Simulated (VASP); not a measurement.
An input for Ansatz (written as the equivalent of a VASP run, and not itself run):

Ansatz 0.2 input:
```yaml
crystal:
  lattice:
    - [1.5339338, -2.6568513, 0.0000000]
    - [1.5339338, 2.6568513, 0.0000000]
    - [0.0000000, 0.0000000, 4.9114806]
  atoms:
    - { symbol: Al, position: [0.6666670, 0.3333330, 0.5000623] }
    - { symbol: Al, position: [0.3333330, 0.6666670, 0.0000623] }
    - { symbol: N, position: [0.6666670, 0.3333330, 0.8819377] }
    - { symbol: N, position: [0.3333330, 0.6666670, 0.3819377] }
kpoints:
  mp_grid: { grid: [8, 8, 5] }
hamiltonian:
  xc: lda
  pseudopotentials: { kind: paw }
scf:
  occupations: { method: gaussian, width: 0.05 }
  max_iter: 100
relax:
  max_steps: 40
  f_tol: 0.02
  cell: { p_target: 10 }
output: { forces: true, stress: true, eigenvalues: true }
```

Translate this input to VASP (INCAR, KPOINTS, POSCAR, choice of POTCAR).

This is not unique; one that fits is 
File KPOINTS:
```
Regular mesh
0
gamma
 8 8 5
0 0 0
```

POSCAR:
```
AlN
1
    1.5339338122    -2.6568512925     0.0000000000
    1.5339338122     2.6568512925     0.0000000000
    0.0000000000     0.0000000000     4.9114805513
Al N
2 2
Direct
  0.6666670000   0.3333330000   0.5000622860
  0.3333330000   0.6666670000   0.0000622860
  0.6666670000   0.3333330000   0.8819377140
  0.3333330000   0.6666670000   0.3819377140
```

INCAR:
```
! general
SYSTEM  = AlN
PREC    = Accurate
ENCUT   = 620   ! plane-wave cut-off (eV)
LREAL   = .FALSE.
LASPH   = .TRUE.

! electronic loop
EDIFF   = 1E-6   ! SCF stop (eV)
NELM    = 100   ! most electronic steps
ALGO    = Normal

! smearing
ISMEAR  = 0
SIGMA   = 0.05   ! width (eV)

! ions
IBRION  = 2   ! conjugate gradients
NSW     = 40   ! most ionic steps
ISIF    = 3   ! ions, shape and volume
EDIFFG  = -0.02
PSTRESS = 100

! output
LWAVE   = .FALSE.
LCHARG  = .FALSE.
```

POTCAR, in this order: Al N (LDA.64 set). Program: vasp_std.

What does not carry over: each code has its own PAW files, so the cut-off isn't converted (ENCUT is set for VASP's; basis.ecutwfc is left out, and Ansatz then takes the one that its files recommend); Ansatz stops its SCF on the density residual and VASP on the energy change (EDIFF); Ansatz's lda is the Perdew-Wang form, while the LDA potentials of VASP carry Perdew-Zunger's.

The compound is AlN in the wurtzite structure. This run relaxes it under an external pressure of 10 GPa. Symmetry was kept, so distortions that lower it aren't found.
